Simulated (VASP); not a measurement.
Data:

```yaml
crystal:
  lattice:
    - [-1.64245, 1.64245, 1.64245]
    - [1.64245, -1.64245, 1.64245]
    - [1.64245, 1.64245, -1.64245]
  atoms:
    - { symbol: Li, position: [0.00000, 0.00000, 0.00000] }
```

Calculation: LDA (Ceperley-Alder, Perdew-Zunger), VASP's LDA PAW potentials (set 64) (plane waves; VASP). Numerical set-up: 520 eV cut-off, 15×15×15 Γ-centred mesh, first-order Methfessel-Paxton smearing of 0.10 eV, potentials Li_sv.

Problem. Give the stress tensor in GPa (positive for a compressed cell).

Solution. 
```
1.04  0.00  0.00
0.00  1.04  0.00
0.00  0.00  1.04
```
The pressure is its mean diagonal, 1.04 GPa.

The compound is Li in the bcc structure. This cell is one point of a volume scan, at 0.94 of the reference volume.
